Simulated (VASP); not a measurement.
Input:

```
CELL_PARAMETERS angstrom
      4.43940     0.00000     0.00000
     -2.21970     3.84464     0.00000
      0.00000     0.00000     5.12677
ATOMIC_POSITIONS crystal
  Zr 0.33333 0.66667 0.93745
  Zr 0.66667 0.33333 0.43745
  P  0.33333 0.66667 0.43755
  P  0.66667 0.33333 0.93755
```

Computed with PBEsol GGA, VASP's PBE PAW potentials (set 64) (plane waves; VASP). Settings: 400 eV cut-off, Gaussian smearing of 0.050 eV, potentials Zr_sv P.

**Question.** Give the energies of bands 11 to 20 at the high-symmetry points, in eV from the Fermi level.

**Answer.** 
| band | Γ | M | K | A | L | H |
|---|---|---|---|---|---|---|
| 11 | -3.66 | -4.51 | -3.80 | -4.29 | -5.32 | -5.25 |
| 12 | -3.66 | -3.08 | -3.45 | -4.29 | -5.32 | -5.25 |
| 13 | -3.47 | -3.08 | -3.45 | -3.91 | -3.39 | -3.52 |
| 14 | -3.43 | -3.05 | -2.92 | -3.91 | -3.39 | -3.52 |
| 15 | -3.43 | -2.98 | -2.92 | -3.91 | -3.10 | -3.07 |
| 16 | -0.79 | -1.65 | -2.08 | -3.91 | -3.10 | -3.07 |
| 17 | -0.79 | -1.43 | -1.22 | 1.70 | 0.30 | -0.36 |
| 18 | -0.14 | -0.27 | -1.08 | 1.70 | 0.30 | -0.36 |
| 19 | 0.03 | 1.06 | 0.94 | 1.70 | 1.16 | 2.18 |
| 20 | 2.02 | 1.25 | 1.58 | 1.70 | 1.16 | 2.19 |

It has no gap at this level: it comes out as a metal or semimetal.

The structure was generated: ZrP was put into the wurtzite type (P6_3mc), which need not be its known phase. It was relaxed first, which changed the volume by -37 %. The relaxed cell has space group P6_3/mmc.
